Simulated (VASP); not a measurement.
Computed with PBEsol GGA, VASP's PBE PAW potentials (set 64) (plane waves; VASP).

VASP ran on this input.

### KPOINTS
```
k-points along high-symmetry lines
10
Line-mode
Reciprocal
  0.000000   0.000000   0.000000 ! GAMMA
  0.500000   0.000000   0.000000 ! M

  0.500000   0.000000   0.000000 ! M
  0.333333   0.333333   0.000000 ! K

  0.333333   0.333333   0.000000 ! K
  0.000000   0.000000   0.000000 ! GAMMA

  0.000000   0.000000   0.000000 ! GAMMA
  0.000000   0.000000   0.500000 ! A

  0.000000   0.000000   0.500000 ! A
  0.500000   0.000000   0.500000 ! L

  0.500000   0.000000   0.500000 ! L
  0.333333   0.333333   0.500000 ! H

  0.333333   0.333333   0.500000 ! H
  0.000000   0.000000   0.500000 ! A

  0.500000   0.000000   0.500000 ! L
  0.500000   0.000000   0.000000 ! M

  0.333333   0.333333   0.500000 ! H
  0.333333   0.333333   0.000000 ! K
```

### POSCAR
```
ScB
1
    3.1834846600     0.0000000000     0.0000000000
   -1.5917423300     2.7569786987    -0.0000000000
    0.0000000000     0.0000000000     6.8077307318
Sc B
2 2
Direct
  1.0000000000   0.0000000000   1.0000000000
  1.0000000000   0.0000000000   0.5000000000
  0.3333330000   0.6666670000   0.2500000000
  0.6666670000   0.3333330000   0.7500000000
```

INCAR:
```
! general
SYSTEM   =  ScB
PREC     =  Accurate
ENCUT    =  520
LREAL    =  .FALSE.
LASPH    =  .TRUE.
ICHARG   =  11

! electronic loop
EDIFF    =  1E-7
NELM     =  100
ALGO     =  Normal
LMAXMIX  =  4

! smearing
ISMEAR   =  0
SIGMA    =  0.05

! functional
GGA      =  PS

! output
LWAVE    =  .FALSE.
LCHARG   =  .FALSE.
LORBIT   =  11
```

POTCAR, in this order: Sc_sv B (PBE.64 set). Program: vasp_std. Read from the step before: CHGCAR.

The run wrote:

File OSZICAR:
```
       N       E                     dE             d eps       ncg     rms          rms(c)
DAV:   1     0.353346846929E+03    0.35335E+03   -0.13279E+04  3280   0.163E+03
DAV:   2     0.176245417108E+01   -0.35158E+03   -0.34776E+03  3984   0.625E+02
DAV:   3    -0.259393079082E+02   -0.27702E+02   -0.26202E+02  5374   0.172E+02
DAV:   4    -0.268054533319E+02   -0.86615E+00   -0.84738E+00  5088   0.268E+01
DAV:   5    -0.268240177195E+02   -0.18564E-01   -0.18185E-01  5256   0.358E+00
DAV:   6    -0.268245040963E+02   -0.48638E-03   -0.48440E-03  5070   0.458E-01
DAV:   7    -0.268245266992E+02   -0.22603E-04   -0.22590E-04  5288   0.779E-02
DAV:   8    -0.268245270104E+02   -0.31120E-06   -0.31089E-06  5030   0.100E-02
DAV:   9    -0.268245270174E+02   -0.70181E-08   -0.73473E-08  3218   0.185E-03
   1 F= -.26824527E+02 E0= -.26822846E+02  d E =-.336268E-02
```

**OUTCAR**
```
 val. band max:        4.0847361017   @ k =   0.2963   0.2963   0.0000

 cond. band min:       4.1047610126   @ k =   0.3889   0.2222   0.0000



 k-point     1 :       0.0000    0.0000    0.0000
  band No.  band energies     occupation
      1     -44.4652      2.00000
      2     -44.4508      2.00000
      3     -23.3351      2.00000
      4     -23.1450      2.00000
      5     -22.9933      2.00000
      6     -22.9933      2.00000
      7     -22.9791      2.00000
      8     -22.9791      2.00000
      9      -4.4222      2.00000
     10      -2.3095      2.00000
     11       0.0935      2.00000
     12       4.0248      1.96992
     13       4.8186      0.00000
     14       4.8186      0.00000
     15       5.5017      0.00000
     16       6.3724      0.00000
     17       6.3730      0.00000
     18       6.9181      0.00000

 k-point     2 :       0.0556    0.0000    0.0000
  band No.  band energies     occupation
      1     -44.4634      2.00000
      2     -44.4491      2.00000
      3     -23.3324      2.00000
      4     -23.1430      2.00000
      5     -23.0065      2.00000
      6     -22.9962      2.00000
      7     -22.9918      2.00000
      8     -22.9820      2.00000
      9      -4.3624      2.00000
     10      -2.2884      2.00000
     11       0.1658      2.00000
     12       4.0592      1.76810
     13       4.7246      0.00000
     14       4.8399      0.00000
     15       5.2660      0.00000
     16       6.4275      0.00000
     17       6.4821      0.00000
     18       6.7328      0.00000

 k-point     3 :       0.1111    0.0000    0.0000
  band No.  band energies     occupation
      1     -44.4584      2.00000
      2     -44.4442      2.00000
      3     -23.3247      2.00000
      4     -23.1374      2.00000
      5     -23.0444      2.00000
      6     -23.0284      2.00000
      7     -23.0047      2.00000
      8     -22.9901      2.00000
      9      -4.1849      2.00000
     10      -2.2253      2.00000
...
```

The density is held fixed in this step, so its total energy and stress have no physical meaning.

The structure was generated: ScB was put into the NiAs type type (P6_3/mmc), which need not be its known phase. It was relaxed first, which changed the volume by -25 %.
